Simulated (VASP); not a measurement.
```
CELL_PARAMETERS angstrom
      1.62340    -2.81180     0.00000
      1.62340     2.81180     0.00000
      0.00000     0.00000     5.21559
ATOMIC_POSITIONS crystal
  Zn 0.66667 0.33333 0.49988
  Zn 0.33333 0.66667 0.99988
  O  0.66667 0.33333 0.88212
  O  0.33333 0.66667 0.38212
```

Method: MS2 meta-GGA, VASP's PBE PAW potentials (set 64) (plane waves; VASP 6.6.1). Run with 520 eV cut-off, 9×9×5 Γ-centred mesh, tetrahedra with Blöchl corrections, potentials Zn O.

The cores are frozen, which limits the accuracy of field gradients.

Task: Give the principal components of the electric field gradient (V/Å²) and the asymmetry η at each nucleus.

Result: 
| atom | Vxx | Vyy | Vzz | η |
|---|---|---|---|---|
| Zn1 | -4.7 | -4.7 | 9.3 | 0.00 |
| Zn2 | -4.7 | -4.7 | 9.3 | 0.00 |
| O3 | 1.5 | 1.5 | -3.0 | 0.00 |
| O4 | 1.5 | 1.5 | -3.0 | 0.00 |

The compound is ZnO in the wurtzite structure. It was relaxed first.
